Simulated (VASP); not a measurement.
Computed with LDA (Ceperley-Alder, Perdew-Zunger), VASP's LDA PAW potentials (set 64) (plane waves; VASP).

Input for VASP

POSCAR:
```
GaN
1
    3.1895680000     0.0000000000     0.0000000000
   -1.5947840000     2.7622460000     0.0000000000
    0.0000000000     0.0000000000     5.1933980000
Ga N
2 2
Direct
  0.6666670000   0.3333330000   0.4990800000
  0.3333330000   0.6666670000   0.9990800000
  0.6666670000   0.3333330000   0.8759200000
  0.3333330000   0.6666670000   0.3759200000
```

### INCAR
```
ALGO = Normal
EDIFF = 1E-6
ENCUT = 240
ISIF = 2
ISMEAR = -1
LASPH = T
LCHARG = F
LMAXMIX = 4
LREAL = F
LWAVE = F
NELM = 100
PREC = Accurate
SIGMA = 0.272
SYSTEM = GaN
```

**KPOINTS**
```
kpoints
0
gamma
1 1 1
```

POTCAR, in this order: Ga_d N (LDA.64 set). Program: vasp_std.

The run wrote:

OSZICAR:
```
       N       E                     dE             d eps       ncg     rms          rms(c)
DAV:   1     0.184827896450E+03    0.18483E+03   -0.11892E+04    52   0.194E+03
DAV:   2    -0.123887762682E+01   -0.18607E+03   -0.17972E+03    50   0.344E+02
DAV:   3    -0.172989063425E+02   -0.16060E+02   -0.15965E+02    44   0.992E+01
DAV:   4    -0.176416893762E+02   -0.34278E+00   -0.34241E+00    64   0.146E+01
DAV:   5    -0.176450642834E+02   -0.33749E-02   -0.33749E-02    44   0.135E+00    0.147E+01
DAV:   6    -0.100759303224E+02    0.75691E+01   -0.16813E+01    74   0.639E+01    0.584E+00
DAV:   7    -0.995512483647E+01    0.12081E+00   -0.27717E+00    52   0.103E+01    0.402E+00
DAV:   8    -0.990128305929E+01    0.53842E-01   -0.79590E-01    58   0.107E+01    0.117E+00
DAV:   9    -0.985316822007E+01    0.48115E-01   -0.21548E-01    66   0.705E+00    0.240E-01
DAV:  10    -0.985311484129E+01    0.53379E-04   -0.13000E-02    56   0.830E-01    0.148E-01
DAV:  11    -0.985313249660E+01   -0.17655E-04   -0.11601E-03    44   0.181E-01    0.307E-02
DAV:  12    -0.985312788254E+01    0.46141E-05   -0.93974E-05    58   0.179E-01    0.141E-02
DAV:  13    -0.985313107936E+01   -0.31968E-05   -0.25182E-05    56   0.347E-02    0.990E-03
DAV:  14    -0.985312891208E+01    0.21673E-05   -0.33946E-06    56   0.209E-02    0.702E-03
DAV:  15    -0.985312881722E+01    0.94858E-07   -0.14150E-06    48   0.733E-03
   1 F= -.98531288E+01 E0= -.93909413E+01  d E =-.924375E+00
```

File OUTCAR:
```
------------------------ aborting loop because EDIFF is reached ----------------------------------------
  FORCE on cell =-STRESS in cart. coord.  units (eV):
  Direction    XX          YY          ZZ          XY          YZ          ZX
  --------------------------------------------------------------------------------------
  Total       -7.0915684     -7.0915637     -8.0421607      0.0000000     -0.0000000     -0.0000000
  in kB     -248.3173429   -248.3171784   -281.6031488      0.0000000     -0.0000000     -0.0000000
  external PRESSURE =    -259.4125567 kB  Pullay stress =       0.0000000 kB
  volume of cell :       45.76
      direct lattice vectors                 reciprocal lattice vectors
     3.189568000  0.000000000  0.000000000     0.313522082  0.181012118  0.000000000
    -1.594784000  2.762246000  0.000000000     0.000000000  0.362024237  0.000000000
     0.000000000  0.000000000  5.193398000     0.000000000  0.000000000  0.192552159
  FREE ENERGIE OF THE ION-ELECTRON SYSTEM (eV)
  ---------------------------------------------------
  free  energy   TOTEN  =        -9.8531288172 eV

  energy  without entropy=       -8.9287537316  energy(sigma->0) =       -9.39094127
```
(Selected blocks of OUTCAR.)

At this cut-off the stress carries a Pulay error, which pulls relaxed volumes low.

The structure comes from a computed database's GaN entry; how it stands against other phases isn't given here. The cell was not relaxed at this level. The k-mesh is coarse (spacing up to 2.27 per Å, 2π included), so the numbers may not be converged in it. The run is one of a series of settings (ENCUT = 240, GGA removed, ISMEAR = -1, SIGMA = 0.272, KPOINTS 1×1×1 Γ-centred mesh, POTCAR Ga_d N (LDA.64 set) against the base run), some of them coarse on purpose.
